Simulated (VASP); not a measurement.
Data:

```xyz
1
Lattice="0.0000 1.8158 1.8158 1.8158 0.0000 1.8158 1.8158 1.8158 0.0000" Properties=species:S:1:pos:R:3 pbc="T T T"
Cu     0.0000     0.0000     0.0000
```

Method: PBE GGA, VASP's PBE PAW potentials (set 64) (plane waves; VASP). Run with PREC = Normal, EDIFF = 1E-5, 400 eV cut-off, 19×19×19 Γ-centred mesh, first-order Methfessel-Paxton smearing of 0.10 eV, potentials Cu.

### Question
Estimate the energy per atom (σ→0), band gap (on the k-mesh) with the smallest direct gap where there is one.

### Answer

```yaml
band gap (on the k-mesh): none (metal, semimetal or under 0.01 eV)
energy per atom (σ→0): -3.727 eV/atom
```

The compound is Cu in the fcc structure. It was relaxed first.
